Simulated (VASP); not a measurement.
Output of a VASP run:

### OSZICAR
```
       N       E                     dE             d eps       ncg     rms          rms(c)
DAV:   1     0.478059600326E+03    0.47806E+03   -0.27043E+04  1240   0.180E+03
DAV:   2     0.252821172823E+02   -0.45278E+03   -0.43609E+03  1303   0.471E+02
DAV:   3    -0.279572234071E+02   -0.53239E+02   -0.52314E+02  1491   0.141E+02
DAV:   4    -0.300229265726E+02   -0.20657E+01   -0.20597E+01  1352   0.275E+01
DAV:   5    -0.300660907330E+02   -0.43164E-01   -0.43154E-01  1508   0.417E+00    0.138E+01
DAV:   6    -0.245115420547E+02    0.55545E+01   -0.34818E+01  1588   0.433E+01    0.104E+01
DAV:   7    -0.242955456651E+02    0.21600E+00   -0.49793E+00  1268   0.116E+01    0.494E+00
DAV:   8    -0.241877974797E+02    0.10775E+00   -0.98044E-01  1366   0.495E+00    0.147E+00
DAV:   9    -0.241683447974E+02    0.19453E-01   -0.10819E-01  1778   0.189E+00    0.336E-01
DAV:  10    -0.241708509848E+02   -0.25062E-02   -0.20091E-02  1391   0.759E-01    0.253E-01
DAV:  11    -0.241701536423E+02    0.69734E-03   -0.58657E-03  1632   0.406E-01    0.416E-02
DAV:  12    -0.241702530585E+02   -0.99416E-04   -0.86021E-04  1366   0.137E-01    0.365E-02
DAV:  13    -0.241702591587E+02   -0.61002E-05   -0.52016E-05  1479   0.415E-02    0.181E-02
DAV:  14    -0.241702593544E+02   -0.19574E-06   -0.86800E-06  1373   0.162E-02    0.630E-03
DAV:  15    -0.241702592827E+02    0.71721E-07   -0.20617E-06  1310   0.726E-03    0.148E-03
DAV:  16    -0.241702593078E+02   -0.25049E-07   -0.21409E-07  1060   0.263E-03
   1 F= -.24170259E+02 E0= -.24170259E+02  d E =0.000000E+00
```

File OUTCAR:
```
------------------------ aborting loop because EDIFF is reached ----------------------------------------
  FORCE on cell =-STRESS in cart. coord.  units (eV):
  Direction    XX          YY          ZZ          XY          YZ          ZX
  --------------------------------------------------------------------------------------
  Total        0.0202101      0.0202101     -0.0255026     -0.0000000      0.0000000      0.0000000
  in kB        0.2724961      0.2724960     -0.3438559     -0.0000000      0.0000000      0.0000000
  external PRESSURE =       0.0670454 kB  Pullay stress =       0.0000000 kB
  volume of cell :      118.83
      direct lattice vectors                 reciprocal lattice vectors
     3.466747164  0.000000000  0.000000000     0.288454840  0.166539494  0.000000000
    -1.733373582  3.002290860  0.000000000     0.000000000  0.333078988  0.000000000
     0.000000000  0.000000000 11.416790970     0.000000000  0.000000000  0.087590287
 POSITION                                       TOTAL-FORCE (eV/Angst)
 -----------------------------------------------------------------------------------
      1.73338      1.00076     10.19441         0.000000     -0.000000     -0.009054
     -0.00000      2.00153      4.48602         0.000000      0.000000     -0.009054
     -0.00000      2.00153      1.32050        -0.000000     -0.000000      0.007291
      1.73338      1.00076      7.02889        -0.000000      0.000000      0.007291
      0.00000      0.00000     11.31879         0.000000     -0.000000      0.001763
      0.00000      0.00000      5.61039         0.000000      0.000000      0.001763
 -----------------------------------------------------------------------------------
    total drift:                                0.000476     -0.000274      0.000409
  FREE ENERGIE OF THE ION-ELECTRON SYSTEM (eV)
  ---------------------------------------------------
  free  energy   TOTEN  =       -24.1702593078 eV

  energy  without entropy=      -24.1702593078  energy(sigma->0) =      -24.17025931

 total charge

# of ion       s       p       d       tot
------------------------------------------
    1        0.070   5.998   0.000   6.068
    2        0.070   5.998   0.000   6.068
    3        1.154   0.368   9.677  11.199
    4        1.154   0.368   9.677  11.199
    5        1.565   3.334   0.000   4.899
    6        1.565   3.334   0.000   4.899
--------------------------------------------------
tot          5.578  19.401  19.354  44.333

 Electric field gradients after diagonalization (V/A^2)
 (convention: |V_zz| > |V_xx| > |V_yy|)
----------------------------------------------------------------------
 ion       V_xx      V_yy      V_zz     asymmetry (V_yy - V_xx)/ V_zz
----------------------------------------------------------------------
   1      -2.306    -2.300     4.606       0.001
   2      -2.306    -2.300     4.606       0.001
   3      98.329    98.328  -196.657       0.000
   4      98.329    98.328  -196.657       0.000
   5       0.969     0.962    -1.931       0.003
   6       0.969     0.962    -1.931       0.003
```
(Selected blocks of OUTCAR.)

File POSCAR:
```
NaTlO
1
    3.4667471641     0.0000000000     0.0000000000
   -1.7333735821     3.0022908599     0.0000000000
    0.0000000000     0.0000000000    11.4167909701
Na Tl O
2 2 2
Direct
  0.6666670000   0.3333330000   0.8929314733
  0.3333330000   0.6666670000   0.3929314733
  0.3333330000   0.6666670000   0.1156626641
  0.6666670000   0.3333330000   0.6156626641
  0.0000000000   0.0000000000   0.9914158627
  0.0000000000   0.0000000000   0.4914158627
```

Task: Write an INCAR and KPOINTS that could have produced this output.

Result: One answer among several that fit: the input of the run itself, PBEsol GGA, plane waves, VASP's PBE PAW potentials (set 64).

### INCAR
```
SYSTEM = NaTlO
PREC = Accurate
ENCUT = 520
EDIFF = 1E-7
NELM = 100
ALGO = Normal
LREAL = .FALSE.
LASPH = .TRUE.
ISMEAR = -5
GGA = PS
LMAXMIX = 4
LWAVE = .FALSE.
LCHARG = .TRUE.
LORBIT = 11
NEDOS = 601
ISIF = 2
LEFG = .TRUE.
```

**KPOINTS**
```
Automatic mesh
0
Gamma
8 8 3
0 0 0
```

POTCAR, in this order: Na_pv Tl_d O (PBE.64 set). Program: vasp_std.

The structure comes from a computed database's NaTlO entry (P6_3mc); how it stands against other phases isn't given here. It was relaxed first.
